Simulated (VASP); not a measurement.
Given:

```
CELL_PARAMETERS angstrom
      0.00000     2.15143     2.15143
      2.15143     0.00000     2.15143
      2.15143     2.15143     0.00000
ATOMIC_POSITIONS crystal
  Al 0.00000 0.00000 0.00000
  N  0.25000 0.25000 0.25000
```

Level of theory: LDA (Ceperley-Alder, Perdew-Zunger), VASP's LDA PAW potentials (set 64) (plane waves; VASP). Run with 520 eV cut-off, 10×10×10 Γ-centred mesh, Gaussian smearing of 0.050 eV, potentials Al N.

Problem. Give the stress tensor in GPa (positive for a compressed cell).

Solution. 
```
6.80  0.00  0.00
0.00  6.80  0.00
0.00  0.00  6.80
```
The pressure is its mean diagonal, 6.80 GPa.

The compound is AlN in the zinc blende structure, a metastable form; wurtzite is the usual one. This cell is one point of a volume scan, at 0.97 of the reference volume.
